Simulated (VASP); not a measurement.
Data:

```
CELL_PARAMETERS angstrom
      9.64982     0.00000     0.00000
      0.00000     9.64982     0.00000
      0.00000     0.00000     9.71431
ATOMIC_POSITIONS crystal
  Sn 0.00000 0.00000 0.00000
  Sn 0.25000 0.25000 0.16667
  Sn 0.00000 0.00000 0.33333
  Sn 0.25000 0.25000 0.50000
  Sn 0.00000 0.00000 0.66667
  Sn 0.25000 0.25000 0.83333
  Sn 0.00000 0.50000 0.00000
  Sn 0.25000 0.75000 0.16667
  Sn 0.00000 0.50000 0.33333
  Sn 0.24596 0.74613 0.49833
  Sn 0.00000 0.50000 0.66667
  Sn 0.25000 0.75000 0.83333
  Sn 0.50000 0.00000 0.00000
  Sn 0.75000 0.25000 0.16667
  Sn 0.50000 0.00000 0.33333
  Sn 0.75000 0.25000 0.50000
  Sn 0.50000 0.00000 0.66667
  Sn 0.75000 0.25000 0.83333
  Sn 0.50000 0.50000 0.00000
  Sn 0.75000 0.75000 0.16667
  Sn 0.50494 0.49975 0.33497
  Sn 0.75000 0.75000 0.50000
  Sn 0.50299 0.50201 0.66273
  Sn 0.75000 0.75000 0.83333
  O  0.15350 0.15350 0.00000
  O  0.40350 0.09650 0.16667
  O  0.09650 0.40350 0.16667
  O  0.34650 0.34650 0.00000
  O  0.15350 0.15350 0.33333
  O  0.40350 0.09650 0.50000
  O  0.09650 0.40350 0.50000
  O  0.34796 0.34158 0.33109
  O  0.15350 0.15350 0.66667
  O  0.40350 0.09650 0.83333
  O  0.09650 0.40350 0.83333
  O  0.34135 0.34968 0.66671
  O  0.15350 0.65350 0.00000
  O  0.40595 0.60134 0.16699
  O  0.09650 0.90350 0.16667
  O  0.34650 0.84650 0.00000
  O  0.14958 0.65564 0.33423
  O  0.09650 0.90350 0.50000
  O  0.34325 0.84889 0.33819
  O  0.15508 0.65346 0.66246
  O  0.39838 0.59682 0.83338
  O  0.09650 0.90350 0.83333
  O  0.34653 0.84397 0.66577
  O  0.65350 0.15350 0.00000
  O  0.90350 0.09650 0.16667
  O  0.59650 0.40350 0.16667
  O  0.84650 0.34650 0.00000
  O  0.65350 0.15350 0.33333
  O  0.90350 0.09650 0.50000
  O  0.60146 0.40265 0.50412
  O  0.84650 0.34650 0.33333
  O  0.65350 0.15350 0.66667
  O  0.90350 0.09650 0.83333
  O  0.59650 0.40350 0.83333
  O  0.84650 0.34650 0.66667
  O  0.65350 0.65350 0.00000
  O  0.90350 0.59650 0.16667
  O  0.59650 0.90350 0.16667
  O  0.84650 0.84650 0.00000
  O  0.65320 0.65415 0.32895
  O  0.90350 0.59650 0.50000
  O  0.59650 0.90350 0.50000
  O  0.84650 0.84650 0.33333
  O  0.65043 0.65254 0.66938
  O  0.90350 0.59650 0.83333
  O  0.59650 0.90350 0.83333
  O  0.84650 0.84650 0.66667
  N  0.40129 0.59687 0.50323
```
Cell charge +2.

Level of theory: PBE GGA, VASP's PBE PAW potentials (set 64) (plane waves; VASP). Run with PREC = Normal, LREAL = Auto, ISYM = 0, NELECT = 381.0, EDIFF = 1E-5, 400 eV cut-off, 1×1×1 Γ-centred mesh, Gaussian smearing of 0.050 eV, potentials Sn O N. Starting moments (MAGMOM): 72*0.0139. The cell's moment is fixed (NUPDOWN = 1).

The cell is charged, with a uniform compensating background. The supercell is sampled at Γ alone, which is coarse: total energies, pressure and levels can be off, energies of defects by several tenths of an eV.

Problem. The ions are relaxed. Give the cell that the relaxation ends in.

Solution. 
```
CELL_PARAMETERS angstrom
      9.64982     0.00000     0.00000
      0.00000     9.64982     0.00000
      0.00000     0.00000     9.71431
ATOMIC_POSITIONS crystal
  Sn 0.00044 0.99955 0.99996
  Sn 0.24979 0.24995 0.16665
  Sn 0.99950 0.00046 0.33270
  Sn 0.24970 0.24897 0.50003
  Sn 0.99942 0.00065 0.66727
  Sn 0.24993 0.24999 0.83346
  Sn 0.99969 0.50006 0.00003
  Sn 0.25027 0.74974 0.16666
  Sn 0.99982 0.50020 0.33304
  Sn 0.24631 0.75363 0.50003
  Sn 0.99994 0.49993 0.66695
  Sn 0.24999 0.74959 0.83334
  Sn 0.49974 0.00014 0.99999
  Sn 0.75029 0.24955 0.16658
  Sn 0.49970 0.00010 0.33305
  Sn 0.75050 0.24939 0.50002
  Sn 0.49986 0.99988 0.66696
  Sn 0.75017 0.24966 0.83352
  Sn 0.49959 0.50039 0.00001
  Sn 0.74994 0.75016 0.16661
  Sn 0.50174 0.49827 0.33191
  Sn 0.75102 0.75032 0.50003
  Sn 0.50146 0.49859 0.66797
  Sn 0.75011 0.75020 0.83344
  O  0.15304 0.15328 0.00000
  O  0.40336 0.09747 0.16637
  O  0.09681 0.40325 0.16651
  O  0.34670 0.34692 0.00006
  O  0.15279 0.15286 0.33320
  O  0.40343 0.09666 0.50010
  O  0.09819 0.40418 0.49993
  O  0.34644 0.34600 0.33357
  O  0.15291 0.15279 0.66691
  O  0.40359 0.09754 0.83353
  O  0.09650 0.40284 0.83357
  O  0.34612 0.34628 0.66646
  O  0.15274 0.65326 0.00005
  O  0.40335 0.59679 0.16548
  O  0.09688 0.90330 0.16645
  O  0.34645 0.84714 0.99995
  O  0.15085 0.65465 0.33227
  O  0.09509 0.90469 0.50003
  O  0.34523 0.84921 0.33245
  O  0.15076 0.65451 0.66761
  O  0.40308 0.59668 0.83459
  O  0.09669 0.90322 0.83342
  O  0.34566 0.84870 0.66770
  O  0.65334 0.15291 0.00004
  O  0.90315 0.09674 0.16607
  O  0.59738 0.40273 0.16592
  O  0.84697 0.34641 0.00004
  O  0.65349 0.15244 0.33295
  O  0.90301 0.09694 0.49993
  O  0.59944 0.40098 0.50013
  O  0.84760 0.34620 0.33296
  O  0.65357 0.15233 0.66711
  O  0.90305 0.09679 0.83394
  O  0.59710 0.40266 0.83397
  O  0.84777 0.34603 0.66710
  O  0.65304 0.65334 0.99995
  O  0.90209 0.59620 0.16642
  O  0.59674 0.90326 0.16651
  O  0.84666 0.84698 0.00005
  O  0.65381 0.65372 0.33359
  O  0.90317 0.59641 0.50008
  O  0.59579 0.90180 0.49991
  O  0.84712 0.84713 0.33313
  O  0.65348 0.65415 0.66651
  O  0.90234 0.59627 0.83350
  O  0.59691 0.90326 0.83359
  O  0.84716 0.84720 0.66688
  N  0.40155 0.59802 0.49985
```
Cell charge +2. The cell ends with 1.00 μB, on the first 30 sites 0.00 0.00 0.00 0.00 0.00 0.00 0.00 0.00 0.00 -0.01 0.00 0.00 0.00 0.00 0.00 0.00 0.00 0.00 0.00 0.00 -0.01 0.00 -0.01 0.00 0.00 0.00 0.00 0.00 0.00 0.00 μB.

Problem. How much energy does the relaxation gain?

Solution. The energy (σ→0) changes by -4.6 meV/atom, in 14 ionic steps.

The cell is a supercell with a defect, built from SnO2 (rutile): N_O, charge +2.
